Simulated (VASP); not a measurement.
# Core-hole spectrum of BaTiO3

Aim: an X-ray absorption edge of BaTiO3 by the supercell core-hole method. The cell has space group R3m. The start is a cell from a database of measured crystal structures.

Method: LDA, no spin polarisation; plane waves and PAW (Ti_sv, Ba_sv_GW, Ti_sv, O), in the first sound run; inputs show where later runs differ, in VASP 6.6.1.

Most raw output is cut from this account.

## Step 1: The structure

It takes space group R3m (No. 160, trigonal). Conventional cell: a = 5.655 Å, b = 5.655 Å, c = 6.955 Å, α = 90.00°, β = 90.00°, γ = 120.00°. Ti has 6 O at 1.87 to 2.14 Å nearest. Nearest to Ba lie 12 O at 2.79 to 2.89 Å. Nearest to O lie 2 Ti at 1.87 to 2.14 Å and 4 Ba at 2.79 to 2.89 Å. Farther neighbours and most contacts between anions are not listed.

Structure file:

```xyz
10
Lattice="-2.8274 4.8971 0.0000 2.8274 4.8971 0.0000 0.0000 -3.2648 -4.6368" Properties=species:S:1:pos:R:3 pbc="T T T"
Ti    0.0000    0.0000   -3.5854
Ba    0.0000    3.2648   -2.3184
Ba    0.0000    0.0000    0.0000
Ti    0.0000    6.5295   -1.2670
O     1.3885   -0.8017   -4.5563
O     1.3885    5.7279   -2.2379
O    -1.3885   -0.8017   -4.5563
O    -1.3885    5.7279   -2.2379
O     0.0000    1.6033   -4.5563
O     0.0000    8.1328   -2.2379
```

## Step 2: Supercell without a hole

The cell without a hole gives, with ICORELEVEL = 1, the Kohn-Sham core levels of the initial state. It is a supercell, which puts a hole 5.7 Å from its nearest image.

Contents of INCAR:

```
SYSTEM = BaTiO3
PREC = Accurate
ENCUT = 400
EDIFF = 1E-05
NELM = 100
ISMEAR = 0
SIGMA = 0.05
LREAL = .FALSE.
ALGO = Normal
GGA = CA
NBANDS = 50
LASPH = .TRUE.
LWAVE = .FALSE.
LCHARG = .FALSE.
KPAR = 2
NCORE = 4
ICORELEVEL = 1
```

Contents of POSCAR:

```
BaTiO3
1.0
   -2.8273666084      4.8971426173      0.0000000000
    2.8273666084      4.8971426173      0.0000000000
    0.0000000000     -3.2647617448     -4.6367869864
Ti Ba Ti O
1 2 1 6
Direct
    0.2577500000      0.2577500000      0.7732500000
    0.5000000000      0.5000000000      0.5000000000
    0.0000000000      0.0000000000      0.0000000000
    0.7577500000      0.7577500000      0.2732500000
    0.0001500000      0.4912500000      0.9826500000
    0.5001500000      0.9912500000      0.4826500000
    0.4912500000      0.0001500000      0.9826500000
    0.9912500000      0.5001500000      0.4826500000
    0.4912500000      0.4912500000      0.9826500000
    0.9912500000      0.9912500000      0.4826500000
```

Contents of KPOINTS:

```
Automatic mesh
0
Gamma
3 3 3
0 0 0
```

PAW data sets: Ti_sv, Ba_sv_GW, Ti_sv and O (PBE family, release 64).

On the command line:

```
> mpirun -np 8 vasp_std
```

It took 6 s on 8 MPI ranks of AMD EPYC 9R45, shared host; peak memory 1 GiB.

These are scalar-relativistic Kohn-Sham levels of the ground state, with no core hole, so they are not binding energies. The PAW data sets were made with PBE, though LDA sets exist; this is a small mismatch.

Numbers from this step:

| Quantity | Value |
| --- | --- |
| free energy (TOTEN) | -91.6885 eV |
| Fermi energy | 5.222 eV |
| pressure | -10.68 GPa |

The two shallowest core shells; atoms whose shallowest level rounds to another's at 0.01 eV are left out. Core levels, by row:

```
atom  shell  level below the valence-band top (eV)
 Ti1     2s                                  531.3
 Ti1     2p                                  438.5
 Ba2     4p                                  171.1
 Ba2     4d                                  79.82
  O5     1s                                  504.3
```

## Step 3: L2,3 edge, Wyckoff site Ti a, full hole

This step: supercell core-hole method, LDA, full hole, no spin polarisation; plane waves and PAW (Ti_sv, Ba_sv_GW, Ti_sv, O) (VASP 6.6.1).

One core electron is taken from the first atom, which POSCAR lists as a species of its own, and NELECT stays that of the neutral valence shell, so the cell is charged against a background. NBANDS covers the range above the edge. The first density still holds the charge taken from the core, which is what the BRMIX lines of the log report.

Contents of INCAR:

```
SYSTEM = BaTiO3
PREC = Accurate
ENCUT = 400
EDIFF = 1E-06
NELM = 100
ISMEAR = 0
SIGMA = 0.05
LREAL = .FALSE.
ALGO = Normal
GGA = CA
NBANDS = 120
LASPH = .TRUE.
LWAVE = .FALSE.
LCHARG = .FALSE.
KPAR = 2
ICORELEVEL = 2
CLNT = 1
CLN = 2
CLL = 1
CLZ = 1
CH_LSPEC = .TRUE.
CH_NEDOS = 1500
CH_SIGMA = 0.5
NELECT = 80
```

POSCAR is that of step 2.

KPOINTS is that of step 2.

On the command line:

```
> mpirun -np 8 vasp_std
```

Wall time 13 s (8 MPI ranks); peak memory 1.2 GiB; 87 s of CPU time.

This step gave:

* free energy (TOTEN): -352.4174 eV
* Fermi energy: 5.131 eV

The imaginary dielectric function times 10^5 has structure finer than the step of the table below, so its rows give means over 1 eV, whole bins alone (the curve runs from 442 to 487 eV). Peaks (eV: height): xx 446.6: 1337, 448.5: 874; zz 446.6: 1421, 448.5: 798.

Smoothed further by a Gaussian, to a width of roughly 1 to 1.2 eV in all; heights scale with one over the cell volume; the energy axis is the program's own, and the fall at its high end is where NBANDS ends. Imaginary dielectric function times 10^5 against photon energy; means over each step:

```
photon energy (eV)       xx       zz
               443  0.00167        0
               444    0.255    0.178
               445     42.9     46.0
               446      697      754
               447     1041     1080
               448      722      662
               449      629      581
               450      105     98.2
               451     43.2     42.6
               452     67.2     66.0
               453     26.8     25.3
               454     23.0     22.3
               455     23.6     22.8
               456     14.8     14.2
               457     18.1     18.1
               458     7.44     8.28
               459     6.63     7.61
               460     12.2     14.7
               461     16.4     18.7
               462     35.2     35.2
               463     53.1     54.9
               464     71.8     72.8
               465     75.6     76.0
               466     60.0     63.4
               467     33.8     36.1
               468     18.6     20.3
               469     30.5     30.0
               470     31.9     32.3
               471     21.3     21.2
               472     31.6     30.5
               473     38.4     40.2
               474     23.4     24.1
               475     29.1     28.4
               476     52.6     54.5
               477     32.5     33.6
               478     12.5     10.6
               479     1.17    0.957
               480  0.00585  0.00527
```

The smoothed xx curve reaches a tenth of its top at about 445 eV.

## Step 4: L2,3 edge, Wyckoff site Ti a, no hole

This step: supercell core-hole method, LDA, no hole, no spin polarisation; plane waves and PAW (Ti_sv, Ba_sv_GW, Ti_sv, O) (VASP 6.6.1).

With CLZ = 0 the final states feel no hole, which shows what the hole does. NBANDS covers the range above the edge.

INCAR, as its differences from that of step 3:

```diff
@@ -19,3 +19,3 @@
 CLL = 1
-CLZ = 1
+CLZ = 0
 CH_LSPEC = .TRUE.
@@ -23,2 +23 @@
 CH_SIGMA = 0.5
-NELECT = 80
```

POSCAR is that of step 3.

KPOINTS is that of step 3.

On the command line:

```
> mpirun -np 8 vasp_std
```

The job ended after 15 s (8 MPI ranks; peak memory 1.2 GiB; 1.7 min of CPU time).

Numbers from this step:

* free energy (TOTEN): -91.6885 eV
* Fermi energy: 5.382 eV
* pressure: -10.71 GPa

Smoothed further by a Gaussian, to a width of roughly 1 to 1.2 eV in all; heights scale with one over the cell volume; the energy axis is the program's own, and the fall at its high end is where NBANDS ends. Imaginary dielectric function times 10^5 against photon energy; read off at these points:

```
photon energy (eV)       xx      zz
             446.0   0.0354  0.0301
             447.0     13.1    13.2
             448.0      264     292
             449.0      919     997
             449.3     1032    1080
             449.4     1039    1071
             450.0      732     688
             451.0      497     468
             452.0      361     343
             453.0      303     287
             454.0      114     105
             455.0     60.8    56.5
             456.0     25.1    23.6
             457.0     27.6    27.0
             458.0     7.33    8.34
             459.0     8.41    9.66
             460.0     12.4    15.7
             461.0     19.6    24.0
             462.0     35.3    37.3
             463.0     53.2    52.7
             464.0     83.2    82.5
             465.0     83.7    82.0
             465.9     93.9    99.8
             466.0     93.1    99.3
             467.0     52.8    55.2
             468.0     35.7    38.4
             469.0     32.8    32.5
             470.0     41.7    42.3
             471.0     27.1    27.4
             472.0     35.4    33.1
             473.0     47.7    50.0
             474.0     31.2    32.3
             475.0     26.6    25.6
             476.0     66.4    68.7
             477.0     41.4    44.4
             478.0     14.9    12.4
             479.0    0.718   0.549
             480.0  0.00115       0
```

The smoothed xx curve reaches a tenth of its top at about 448 eV.

## Step 5: Summary

This step: supercell core-hole method, LDA; plane waves and PAW (VASP 6.6.1).

Derived from the runs above.

Core-hole runs:

```
site       hole  cost (core minutes)
Ti a  full hole                 1.71
Ti a    no hole                    2
```

## Step 6: Summary of results

```yaml
l2_3_edge_of_ti_a_full_hole: xx reaches a tenth of its top at 445.43 eV on the program's axis; share within the next 5 eV of the next 20 eV: 87 %
l2_3_edge_of_ti_a_no_hole: xx reaches a tenth of its top at 447.58 eV on the program's axis; share within the next 5 eV of the next 20 eV: 74 %
```

In words: The Ti L2,3 edge, for light polarised along x, reaches a tenth of its top at 445.43 eV on the program's axis. That mark passes over any weaker pre-edge, and only dipole transitions enter. In the charged run (full hole) weight just under or at the onset may be a state bound to the hole or the highest filled band counted as a final state; this wasn't checked, so onset and share of that run are in doubt. Share of the first 20 eV of absorption, for light polarised along x, that lies within 5 eV of each run's own onset: 74 % with no hole and 87 % with full hole. One site of the element was run (Wyckoff letter a). With 10 atoms and a 3×3×3 mesh the peak shapes still carry the imprint of the mesh, and the holes are close enough to feel one another. The fall at the high end is where NBANDS ends. The method knows neither the spin-orbit splitting of the core shell nor multiplets, so the measured edge has more structure. The other core electrons stay frozen, so neither the program's energy axis nor the change of TOTEN is an excitation energy; spectra are aligned at the onset when set beside measurement. The given cell is kept, although it stands at -10.7 GPa at LDA and ENCUT = 400 eV, which holds the mismatch of the given cell with this functional, any error of the entry itself and any basis-set error. The atoms weren't relaxed and carry forces of up to 0.17 eV/Å at LDA in the cell without a hole, so the numbers belong to the given coordinates, and a relaxation would change them. Not tabulated here, as repeats of values shown or as unfit to read for their mesh, reference level or band range: gaps (L2,3 edge, supercell without a hole); pressures of a box with vacuum or a charge (L2,3 edge); core levels (L2,3 edge).

[Lines on the potential files, build, host, timing and source positions are cut from VASP's logs without a mark.]

[Logs are printed without paths, hosts, clocks, repeated set-up lines and the standing remarks that a program may print on its own settings, such as how far it seeks lower states.]

[Hosts, paths, dates, database ids (printed as entryN), source tags and the programs' standing remarks are cut or masked in the printed files.]
